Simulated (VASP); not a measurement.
# CO in VASP: a series of runs, part 2 of 2

VASP 6.6.1. The steps go on from the part before.

## Step 3: Single point, PBE+D3(BJ)

Contents of INCAR:

```
PREC = Accurate
ENCUT = 520
EDIFF = 1E-7
ISMEAR = -1
SIGMA = 0.05
LREAL = Auto
LASPH = True
NELM = 60
ALGO = Fast
ISIF = 2
LWAVE = False
LCHARG = True
GGA = PE
IVDW = 12
LELF = True
LVHAR = True
NBANDS = 78
```

Contents of KPOINTS:

```
Automatic mesh
0
Gamma
  1 1 1
```

Contents of POSCAR:

```
CO
1.0
    8.2268400000      0.0000000000      0.0000000000
    0.0000000000      8.2268400000      0.0000000000
    0.0000000000      0.0000000000      8.2268400000
O C
12 12
Direct
    0.5368282354      0.0271671748      0.5735495038
    0.7185991219      0.7713168118      0.2654725265
    0.2934297981      1.0314653014      0.2591274414
    0.4629845724      0.3976982657      0.1690807163
    0.3979656831      0.8055583918      0.8389004770
    0.5904575754      0.5447048928      0.6482318849
    0.7542385655      0.2103723909      0.9386471598
    0.9634318888      0.7433352296      0.9655590725
    0.0362107443      0.2161704859      0.5049447905
    0.1864506907      0.6109393157      0.5043613344
    0.2250074148      0.3219583704      0.8056556345
    0.8948271754      0.4450919186      0.2557968795
    0.6267534071      0.1188548702      0.5240651331
    0.7702592976      0.8504602010      0.3612565700
    0.1832173714      1.0584379908      0.1827554687
    0.5110346135      0.4304325841      0.2958973312
    0.4130747650      0.7248104983      0.9502190391
    0.7110020372      0.5051757418      0.7009374195
    0.6636205396      0.1150624055      0.9766082724
    0.8934050012      0.8164252617      0.8745885419
   -0.0428475575      0.1485138887      0.5961219618
    0.1655435137      0.7356773682      0.5616615857
    0.2674416909      0.1987275795      0.8525509187
    1.0216681010      0.4157854048      0.2158058258
```

Potentials or basis: VASP PAW PBE potentials, release 64 (O, C).

On the command line:

```console
$ cat potpaw_PBE.64/O/POTCAR potpaw_PBE.64/C/POTCAR > POTCAR
$ mpirun -np 1 vasp_gam > vasp.out
```

OUTCAR:

```text
PREC = Accurate
   ENCUT = 520
   EDIFF = 1E-7
   ISMEAR = -1
   LREAL = Auto
   LASPH = True
   NELM = 60
   ISIF = 2
   GGA = PE
   IVDW = 12
 IVDW          = 12

 ion  position               nearest neighbor table
   1  0.537  0.027  0.574-  13 1.13
   2  0.719  0.771  0.265-  14 1.11
   3  0.293  0.031  0.259-  15 1.13
[... 318 lines left out ...]
  --------------------------------------------------------------------------------------
  -------------------------------------------------------------------------------------
  Total       9.54586     6.26287     7.21809     0.07370    -0.59938     2.28102
  in kB      27.46797    18.02123    20.76985     0.21207    -1.72469     6.56357
  external pressure =       22.09 kB  Pullay stress =        0.00 kB

 VOLUME and BASIS-vectors are now :
 -----------------------------------------------------------------------------
  energy-cutoff  :      520.00
  volume of cell :      556.80
      direct lattice vectors                 reciprocal lattice vectors
     8.226840000  0.000000000  0.000000000     0.121553355  0.000000000  0.000000000
     0.000000000  8.226840000  0.000000000     0.000000000  0.121553355  0.000000000
     0.000000000  0.000000000  8.226840000     0.000000000  0.000000000  0.121553355

 POSITION                                       TOTAL-FORCE (eV/Angst)
 -----------------------------------------------------------------------------------
      4.41640      0.22350      4.71850        -0.971024     -0.830395      0.608462
      5.91180      6.34550      2.18400        -1.846973     -2.684301     -3.288091
      2.41400      0.25886      2.13180         1.833669     -0.438864      1.217077
      3.80890      3.27180      1.39100         0.191962      0.071433      0.461899
      3.27400      6.62720      6.90150        -0.064198      0.274156     -0.336275
      4.85760      4.48120      5.33290        -1.301057      0.415958     -0.506451
[... 16 lines left out ...]
      2.20020      1.63490      7.01380         0.177431     -0.340468      0.135407
      0.17826      3.42060      1.77540         2.666287     -0.550443     -0.967289
 -----------------------------------------------------------------------------------
    total drift:                                0.017559      0.003830      0.000151

  FREE ENERGIE OF THE ION-ELECTRON SYSTEM (eV)
  ---------------------------------------------------
  free  energy   TOTEN  =      -178.4101703512 eV

  energy  without entropy=     -178.4101703511  energy(sigma->0) =     -178.41017035
```

Run time: 1.9 min. Hardware: 1 thread of Intel Xeon Platinum 8259CL at 2.50GHz (Skylake/Cascade Lake), shared host; peak memory 0.55 GiB.

What came out:

| Item | Value |
| --- | --- |
| Free energy | -178.4102 eV |
| Pressure | 2.2 GPa |
| Largest force | 4.629 eV/Å |
| Band gap on the k mesh | 5.57 eV, direct |
| Dispersion energy per atom | -0.058 eV |

Forces on the atoms (eV/Å):
```
O   -0.971 -0.830  0.608
O   -1.847 -2.684 -3.288
O    1.834 -0.439  1.217
O    0.192  0.071  0.462
O   -0.064  0.274 -0.336
O   -1.301  0.416 -0.506
O    1.336  1.441 -0.526
O    1.583 -1.551  1.981
O    0.394  0.269 -0.440
O    0.050 -0.106 -0.030
O   -0.082  0.443 -0.074
O   -2.656  0.607  0.794
C    0.697  1.015 -0.536
C    1.997  2.554  3.141
C   -1.854  0.348 -1.204
C   -0.258 -0.114 -0.504
C    0.034 -0.216  0.430
C    1.353 -0.387  0.481
C   -1.330 -1.462  0.623
C   -1.542  1.509 -1.982
C   -0.327 -0.388  0.532
C   -0.080  0.120 -0.011
C    0.177 -0.340  0.135
C    2.666 -0.550 -0.967
```

Stress tensor (GPa, compression positive):
```
 2.75  0.02  0.66
 0.02  1.80 -0.17
 0.66 -0.17  2.08
```

Caveat: the standard files for N, O and F lose accuracy on very short bonds.

## Step 4: Molecular dynamics, PBE+D3(BJ)

Contents of INCAR:

```
SYSTEM = CO
PREC = Accurate ; ENCUT = 520
EDIFF = 1E-5 ; ISMEAR = -1
SIGMA = 0.05 ; LREAL = Auto
LASPH = .True. ; NELM = 100
ALGO = Normal ; ISIF = 2
LWAVE = .False. ; LCHARG = .False.
GGA = PE ; IVDW = 12
NBANDS = 78 ; IBRION = 0
NSW = 40 ; POTIM = 1.0
TEBEG = 250.0 ; TEEND = 250.0
ISYM = 0 ; NELMIN = 4
RANDOM_SEED = 621152 0 0 ; MDALGO = 3
LANGEVIN_GAMMA = 20 20
```

Contents of KPOINTS:

```
Automatic mesh
0
Gamma
  1 1 1
  0 0 0
```

Contents of POSCAR:

```
CO
1.0
    8.2268400000      0.0000000000      0.0000000000
    0.0000000000      8.2268400000      0.0000000000
    0.0000000000      0.0000000000      8.2268400000
O C
12 12
Direct
    0.5101824700      0.0057232300      0.5592877600
    0.7677343500      0.8013273000      0.2682851900
    0.3323754600      0.9750569800      0.2111528400
    0.4725363000      0.4171486600      0.1936610200
    0.3435500600      0.8168352200      0.8416220100
    0.5848475200      0.5477928200      0.6113413500
    0.6799967700      0.2228965700      0.9039637600
    0.9759605600      0.7842916900      0.9370994500
    0.0312211300      0.2138852600      0.5257091600
    0.1339356000      0.6015053000      0.5901076900
    0.2612126900      0.3959651900      0.8697823200
    0.8542501100      0.4183560600      0.2474782000
    0.5862819800      0.1159487900      0.5261013600
    0.8408675300      0.8400468300      0.3786192800
    0.1968273600      0.9978688400      0.2247222600
    0.3955418400      0.3830072400      0.3031782700
    0.4409567200      0.7511389600      0.9140699000
    0.7182054000      0.5215193700      0.6356007300
    0.6939234300      0.1244000600      0.9998551800
    0.8667595300      0.8105864900      0.8568755900
   -0.0070536600      0.1383150400      0.6348311500
    0.1759500100      0.6499157000      0.4679332300
    0.2909662400      0.2622739000      0.8526783000
    0.9700083100      0.4209719100      0.1718975100
```

On the command line:

```console
$ cat potpaw_PBE.64/O/POTCAR potpaw_PBE.64/C/POTCAR > POTCAR
$ mpirun -np 1 vasp_gam > vasp.out
```

Run time: 25 min. Hardware: 1 thread of Intel Xeon Platinum 8259CL at 2.50GHz (Skylake/Cascade Lake), shared host; peak memory 0.65 GiB.

Results (log left out):

- Dispersion energy per atom: -0.059 eV

The path:
| step | potential energy change (eV) | largest force (eV/Å) | pressure (GPa) | volume (Å³) | temperature (K) |
| --- | --- | --- | --- | --- | --- |
| 1 | 0.0000 | 0.9550 | 1.03 | 556.80 | 262 |
| 2 | 0.0121 | 1.7644 | 1.05 | 556.80 | 275 |
| 3 | 0.0359 | 2.4038 | 0.77 | 556.80 | 288 |
| 4 | 0.0665 | 2.6382 | 0.41 | 556.80 | 272 |
| 5 | 0.0806 | 2.4965 | -0.09 | 556.80 | 262 |
| 6 | 0.0825 | 2.8322 | -0.62 | 556.80 | 272 |
| 7 | 0.0672 | 2.7015 | -0.99 | 556.80 | 288 |
| 8 | 0.0434 | 2.1830 | -1.16 | 556.80 | 301 |
| 9 | 0.0351 | 2.2166 | -1.13 | 556.80 | 311 |
| 10 | 0.0443 | 3.0340 | -0.90 | 556.80 | 314 |
| 11 | 0.0645 | 3.2159 | -0.51 | 556.80 | 312 |
| 12 | 0.0948 | 2.9568 | 0.01 | 556.80 | 315 |
| 13 | 0.1337 | 3.0626 | 0.43 | 556.80 | 303 |
| 14 | 0.1438 | 3.3947 | 0.67 | 556.80 | 292 |
| 15 | 0.1284 | 3.3405 | 0.78 | 556.80 | 298 |
| 16 | 0.0863 | 2.7380 | 0.69 | 556.80 | 314 |
| 17 | 0.0547 | 2.1169 | 0.49 | 556.80 | 329 |
| 18 | 0.0505 | 2.8098 | 0.21 | 556.80 | 336 |
| 19 | 0.0742 | 2.9530 | -0.11 | 556.80 | 321 |
| 20 | 0.1066 | 2.7299 | -0.37 | 556.80 | 292 |
| 21 | 0.1360 | 2.4249 | -0.55 | 556.80 | 279 |
| 22 | 0.1420 | 2.5485 | -0.67 | 556.80 | 282 |
| 23 | 0.1245 | 2.4375 | -0.57 | 556.80 | 286 |
| 24 | 0.1012 | 2.2531 | -0.33 | 556.80 | 282 |
| 25 | 0.0802 | 1.9453 | -0.11 | 556.80 | 278 |
| 26 | 0.0803 | 2.2097 | 0.20 | 556.80 | 278 |
| 27 | 0.1058 | 2.6925 | 0.49 | 556.80 | 281 |
| 28 | 0.1400 | 2.9964 | 0.71 | 556.80 | 269 |
| 29 | 0.1581 | 3.3188 | 0.76 | 556.80 | 257 |
| 30 | 0.1495 | 2.9804 | 0.67 | 556.80 | 265 |
| 31 | 0.1310 | 2.3564 | 0.52 | 556.80 | 275 |
| 32 | 0.1159 | 2.1191 | 0.24 | 556.80 | 302 |
| 33 | 0.1234 | 2.4545 | -0.14 | 556.80 | 322 |
| 34 | 0.1627 | 3.2158 | -0.52 | 556.80 | 314 |
| 35 | 0.2095 | 3.4316 | -0.76 | 556.80 | 288 |
| 36 | 0.2476 | 3.3350 | -0.85 | 556.80 | 276 |
| 37 | 0.2569 | 3.5185 | -0.90 | 556.80 | 288 |
| 38 | 0.2445 | 3.4124 | -0.80 | 556.80 | 303 |
| 39 | 0.2094 | 2.8737 | -0.61 | 556.80 | 316 |
| 40 | 0.1674 | 3.1391 | -0.35 | 556.80 | 321 |

Caveat: the standard files for N, O and F lose accuracy on very short bonds.
